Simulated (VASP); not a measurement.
# PtF2 (R-3m) in VASP: further runs

Runs on PtF2. Level: PBE+U. Tasks: single point.

Everything below comes from runs of VASP 6.6.1. Logs are shortened: lines on timing, memory, paths and dates and some standing lists are left out, and cuts for length are marked.

## 1. The crystal as given

It takes space group R-3m (No. 166, trigonal). The conventional cell has a = 3.130 Å, b = 3.130 Å, c = 14.193 Å, α = 90.00°, β = 90.00°, γ = 120.00°. Around Pt (site symmetry -3m) lie 6 F at 2.14 Å. Around F (site symmetry 3m) lie 3 Pt at 2.14 Å.

The cell was built by a generator and needn't be a form met in nature.

## 2. Single point, PBE+U, collinear spin, ferromagnetic start

INCAR reads:

```
SYSTEM = PtF2
PREC = Accurate
ENCUT = 520
EDIFF = 1E-7
ISMEAR = 0
SIGMA = 0.05
LREAL = .False.
LASPH = .True.
NELM = 80
ALGO = Normal
ISIF = 2
LWAVE = .False.
LCHARG = .False.
ISPIN = 2
MAGMOM = 0.5 0 0
LORBIT = 11
LMAXMIX = 4
LDAU = .True.
LDAUTYPE = 2
LDAUL = 2 -1
LDAUU = 6 0
LDAUJ = 0 0
LDAUPRINT = 1
GGA = PE
```

KPOINTS reads:

```
Automatic mesh
0
Gamma
  7 7 7
  0 0 0
```

POSCAR reads:

```
PtF2
1.0
    1.5647742300      0.9034228200      4.7309018300
   -1.5647742300      0.9034228200      4.7309018300
    0.0000000000     -1.8068456500      4.7309018300
Pt F
1 2
Direct
    0.0000000000      0.0000000000      0.0000000000
    0.2520000000      0.2520000000      0.2520000000
    0.7480000000      0.7480000000      0.7480000000
```

Potentials or basis: VASP PAW PBE potentials, release 64 (Pt, F).

Command:

```console
> cat potpaw_PBE.64/Pt/POTCAR potpaw_PBE.64/F/POTCAR > POTCAR
> mpirun -np 1 vasp_std > vasp.out
```

OUTCAR:

```text
SYSTEM = PtF2
   PREC = Accurate
   ENCUT = 520
   EDIFF = 1E-7
   ISMEAR = 0
   LREAL = .False.
   LASPH = .True.
   NELM = 80
   ISIF = 2
   ISPIN = 2
   LORBIT = 11
   GGA = PE

 ion  position               nearest neighbor table
   1  0.000  0.000  0.000-   3 2.14   3 2.14   2 2.14   2 2.14   3 2.14   2 2.14
   2  0.252  0.252  0.252-   1 2.14   1 2.14   1 2.14
   3  0.748  0.748  0.748-   1 2.14   1 2.14   1 2.14

  LATTYP: Found a trigonal (rhomboedric) cell.
 ALAT       =     5.0642001647
 COS(alpha) =     0.8090535273

  Lattice vectors:

 A1 = (   1.5647742300,   0.9034228200,   4.7309018300)
 A2 = (  -1.5647742300,   0.9034228200,   4.7309018300)
 A3 = (   0.0000000000,  -1.8068456500,   4.7309018300)

Analysis of symmetry for initial positions (statically):
=====================================================================
 Subroutine PRICEL returns:
 Original cell was already a primitive cell.

 Routine SETGRP: Setting up the symmetry group for a
 trigonal (rhombohedral) supercell.

 Subroutine GETGRP returns: Found 12 space group operations
 (whereof 12 operations were pure point group operations)
 out of a pool of 12 trial point group operations.

The static configuration has the point symmetry D_3d.

Analysis of symmetry for dynamics (positions and initial velocities):
=====================================================================
 Subroutine PRICEL returns:
 Original cell was already a primitive cell.

 Routine SETGRP: Setting up the symmetry group for a
 trigonal (rhombohedral) supercell.

 Subroutine GETGRP returns: Found 12 space group operations
 (whereof 12 operations were pure point group operations)
 out of a pool of 12 trial point group operations.

The dynamic configuration has the point symmetry D_3d.

Analysis of structural, dynamic, and magnetic symmetry:
=====================================================================
 Subroutine PRICEL returns:
 Original cell was already a primitive cell.

 Routine SETGRP: Setting up the symmetry group for a
 trigonal (rhombohedral) supercell.

 Subroutine GETGRP returns: Found 12 space group operations
 (whereof 12 operations were pure point group operations)
 out of a pool of 12 trial point group operations.

The overall configuration has the point symmetry D_3d.

 Subroutine INISYM returns: Found 12 space group operations
 (whereof 12 operations are pure point group operations),
 and found     1 'primitive' translations

----------------------------------------------------------------------------------------

                                     Primitive cell

  volume of cell :      40.1271

  direct lattice vectors                    reciprocal lattice vectors
     1.564774230  0.903422820  4.730901830     0.319534915  0.184483569  0.070458730
    -1.564774230  0.903422820  4.730901830    -0.319534915  0.184483569  0.070458730
     0.000000000 -1.806845650  4.730901830     0.000000000 -0.368967138  0.070458729

  length of vectors
     5.064200165  5.064200165  5.064200167     0.375634372  0.375634372  0.375634372

  position of ions in fractional coordinates (direct lattice)
     0.000000000  0.000000000  0.000000000
     0.252000000  0.252000000  0.252000000
     0.748000000  0.748000000  0.748000000

  ion indices of the primitive-cell ions
   primitive index   ion index
                 1           1
                 2           2
                 3           3

----------------------------------------------------------------------------------------
[... 86 lines left out ...]
   EFERMI_NEDOS =   21; number of points for ismear=-14 and -15
   IALGO  =     38    algorithm
   IMIX   =      4    mixing-type and parameters
     AMIX     =   0.40;   BMIX     =  1.00
     AMIX_MAG =   1.60;   BMIX_MAG =  1.00
  volume/ion in A,a.u.               =      13.38        90.26
  Fermi-wavevector in a.u.,A,eV,Ry     =   1.379323  2.606542 25.885513  1.902532
  Thomas-Fermi vector in A             =   2.504303
   LORBIT       =     11    0 simple, 1 ext, 2 COOP (PROOUT), +10 PAW based schemes
 LDA+U is selected, type is set to LDAUTYPE =  2
   angular momentum for each species LDAUL =     2   -1
   U (eV)           for each species LDAUU =   6.0  0.0
   J (eV)           for each species LDAUJ =   0.0  0.0
   GGA     = PE    functional components
   LHFCALC =     F    Hartree Fock is set to
   AEXX    =    0.0000 exact exchange contribution
   IVDW    =     0    specifies the selected vdW correction
   LEPSILON=     F    determine dielectric tensor
   LRPA    =     F    only Hartree local field effects (RPA)
 spin polarized calculation
 Gauss-broadening in eV      SIGMA  =   0.05
  energy-cutoff  :      520.00
  volume of cell :       40.13
 maximum number of plane-waves:      1097
 NGX is ok and might be reduce to    40
   NGX = 19   NGY = 19   NGZ = 19

 number of electron      23.9999996 magnetization       1.8301308

 Free energy of the ion-electron system (eV)
  ---------------------------------------------------
  ext. energy  EPLUGINS =         0.00000000
  ---------------------------------------------------
  free energy    TOTEN  =        -7.13141531 eV

  energy without entropy =       -7.12787693  energy(sigma->0) =       -7.12964612

atom =   1  type =  1  l = 2

 onsite density matrix

spin component  1

  1.0163 -0.0000  0.0000  0.0385  0.0000
 -0.0000  1.0333 -0.0000 -0.0000  0.0385
  0.0000 -0.0000  0.9855  0.0000  0.0000
  0.0385 -0.0000  0.0000  1.0333  0.0000
  0.0000  0.0385  0.0000  0.0000  1.0163

spin component  2

  0.7215  0.0000  0.0000 -0.3706  0.0000
  0.0000  0.4611 -0.0000 -0.0000 -0.3706
  0.0000 -0.0000  0.9845  0.0000  0.0000
 -0.3706 -0.0000  0.0000  0.4611 -0.0000
  0.0000 -0.3706  0.0000 -0.0000  0.7215

 occupancies and eigenvectors

  o =  0.1985  v =  0.0000  0.0000  0.0000  0.0000  0.0000 -0.5782  0.0000  0.0000 -0.8159  0.0000      0.0000  0.0000  0.0000  0.0000  0.0000  0.0000  0.0000  0.0000  0.0000  0.0000
  o =  0.1985  v =  0.0000  0.0000  0.0000  0.0000  0.0000  0.0000  0.8159  0.0000  0.0000  0.5782      0.0000  0.0000  0.0000  0.0000  0.0000  0.0000  0.0000  0.0000  0.0000  0.0000
  o =  0.9840  v =  0.0000  0.0000  0.0000  0.0000  0.0000  0.0000 -0.5782 -0.0000  0.0000  0.8159      0.0000  0.0000  0.0000  0.0000  0.0000  0.0000  0.0000  0.0000  0.0000  0.0000
  o =  0.9840  v =  0.0000  0.0000  0.0000  0.0000  0.0000 -0.8159  0.0000 -0.0000  0.5782 -0.0000      0.0000  0.0000  0.0000  0.0000  0.0000  0.0000  0.0000  0.0000  0.0000  0.0000
  o =  0.9845  v =  0.0000  0.0000  0.0000  0.0000  0.0000  0.0000 -0.0000  1.0000  0.0000  0.0000      0.0000  0.0000  0.0000  0.0000  0.0000  0.0000  0.0000  0.0000  0.0000  0.0000
  o =  0.9854  v =  0.0000  0.6262  0.0000  0.0000 -0.7796  0.0000  0.0000  0.0000  0.0000  0.0000      0.0000  0.0000  0.0000  0.0000  0.0000  0.0000  0.0000  0.0000  0.0000  0.0000
  o =  0.9854  v = -0.7796  0.0000  0.0000  0.6262  0.0000  0.0000  0.0000  0.0000  0.0000  0.0000      0.0000  0.0000  0.0000  0.0000  0.0000  0.0000  0.0000  0.0000  0.0000  0.0000
  o =  0.9855  v =  0.0000  0.0000 -1.0000 -0.0000 -0.0000  0.0000  0.0000  0.0000  0.0000  0.0000      0.0000  0.0000  0.0000  0.0000  0.0000  0.0000  0.0000  0.0000  0.0000  0.0000
  o =  1.0643  v =  0.6262  0.0000  0.0000  0.7796  0.0000  0.0000  0.0000  0.0000  0.0000  0.0000      0.0000  0.0000  0.0000  0.0000  0.0000  0.0000  0.0000  0.0000  0.0000  0.0000
  o =  1.0643  v =  0.0000 -0.7796 -0.0000  0.0000 -0.6262  0.0000  0.0000  0.0000  0.0000  0.0000      0.0000  0.0000  0.0000  0.0000  0.0000  0.0000  0.0000  0.0000  0.0000  0.0000

 number of electron      23.9999996 magnetization       1.9999952

 Free energy of the ion-electron system (eV)
  ---------------------------------------------------
  ext. energy  EPLUGINS =         0.00000000
  ---------------------------------------------------
  free energy    TOTEN  =        -8.97187195 eV

  energy without entropy =       -8.97187195  energy(sigma->0) =       -8.97187195

 E-fermi :   2.5772     XC(G=0): -10.3007

 val. band max:        2.2697667474   @ k =  -0.4286  -0.4286   0.1429
 cond. band min:       4.3891099579   @ k =   0.0000   0.0000   0.0000
 fundamental gap:      2.1193432105
 Fermi energy:         2.5771592523

 spin component 1

 k-point     1 :       0.0000    0.0000    0.0000
  band No.  band energies     occupation
      1     -20.7631      1.00000
      2     -20.1004      1.00000
      3      -5.3959      1.00000
      4      -5.3959      1.00000
      5      -5.0440      1.00000
      6      -1.5440      1.00000
[... 895 lines left out ...]
      5      -2.3935      1.00000
      6      -2.1838      1.00000
[... 8 lines left out ...]
     15      12.0412      0.00000
     16      16.4638      0.00000

 [... further k-points ...]

------------------------ aborting loop because EDIFF is reached ----------------------------------------

  FORCE on cell =-STRESS in cart. coord.  units (eV):
  Direction    XX          YY          ZZ          XY          YZ          ZX
  --------------------------------------------------------------------------------------
  -------------------------------------------------------------------------------------
  Total        6.2913607      6.2913607      2.9897977      0.0000000     -0.0000000     -0.0000000
  in kB      251.1986132    251.1986135    119.3752953      0.0000000     -0.0000001     -0.0000000
  external PRESSURE =     207.2575073 kB  Pullay stress =       0.0000000 kB

 VOLUME and BASIS-vectors are now :
 -----------------------------------------------------------------------------
  energy-cutoff  :      520.00
  volume of cell :       40.13
      direct lattice vectors                 reciprocal lattice vectors
     1.564774230  0.903422820  4.730901830     0.319534915  0.184483569  0.070458730
    -1.564774230  0.903422820  4.730901830    -0.319534915  0.184483569  0.070458730
     0.000000000 -1.806845650  4.730901830     0.000000000 -0.368967138  0.070458729

 POSITION                                       TOTAL-FORCE (eV/Angst)
 -----------------------------------------------------------------------------------
      0.00000      0.00000      0.00000         0.000000     -0.000000      0.000000
      0.00000     -0.00000      3.57656         0.000000      0.000000     -1.159752
      0.00000     -0.00000     10.61614         0.000000     -0.000000      1.159752
 -----------------------------------------------------------------------------------
    total drift:                               -0.000000      0.000000     -0.000000

  FREE ENERGIE OF THE ION-ELECTRON SYSTEM (eV)
  ---------------------------------------------------
  free  energy   TOTEN  =        -8.9718719526 eV

  energy  without entropy=       -8.9718719526  energy(sigma->0) =       -8.97187195

 total charge

# of ion       s       p       d       tot
------------------------------------------
    1        0.408   0.410   8.372   9.190
    2        1.744   4.320   0.000   6.064
    3        1.744   4.320   0.000   6.064
--------------------------------------------------
tot          3.896   9.051   8.372  21.319

 magnetization (x)

# of ion       s       p       d       tot
------------------------------------------
    1        0.010   0.004   1.726   1.741
    2        0.011   0.142   0.000   0.153
    3        0.011   0.142   0.000   0.153
--------------------------------------------------
tot          0.032   0.289   1.726   2.047
```

It took 3.2 min on 1 thread of AMD EPYC 7R43 (Zen 3), shared host; peak memory 0.28 GiB.

What came out:

| Property | Result |
| --- | --- |
| Free energy | -8.9719 eV |
| Pressure | 20.7 GPa |
| Largest force | 1.160 eV/Å |
| Band gap on the k mesh | 2.12 eV, indirect (least direct gap 2.21 eV) |
| Net moment | 2.00 μB per cell |
| Site moments | Pt +1.74; F +0.15 μB |
| Valence electrons inside the program's atomic spheres | Pt 9.19; F 6.06 |

Forces on the atoms (eV/Å):
```
Pt   0.000  0.000  0.000
F    0.000  0.000 -1.160
F    0.000  0.000  1.160
```

Stress tensor (GPa, compression positive):
```
25.12  0.00  0.00
 0.00 25.12  0.00
 0.00  0.00 11.94
```

Levels at points of the mesh, in eV from the valence-band top:
Spin up:
| k point | band 11 | band 12 | band 13 | band 14 | band 15 | band 16 |
| --- | --- | --- | --- | --- | --- | --- |
| (0.00, 0.00, 0.00) | -1.99 | -0.09 | -0.09 | 2.12 | 8.82 | 12.39 |
Spin down:
```
           k point  band 8  band 9  band 10  band 11  band 12  band 13  band 14  band 15
(0.00, 0.00, 0.00)   -2.69   -2.52    -2.52    -1.42     2.45     4.33     4.33     8.97
```

Eigenvalues of the final occupation matrices:
```tsv
site	spin	trace	eigenvalues
site 1 d	1	5.08	0.99 0.99 0.99 1.06 1.06
site 1 d	2	3.35	0.20 0.20 0.98 0.98 0.98
```

Caveat: spin-orbit coupling is left out, which moves the levels of the heavy elements; an odd mesh through Γ misses points on the zone boundary, where band edges often lie; forces of over 1 eV/Å show positions far from the minimum, so gaps and moduli don't describe the material at rest. The state reached can hang on the start; a lower one may exist.

(Part 1 of 2 ends here.)
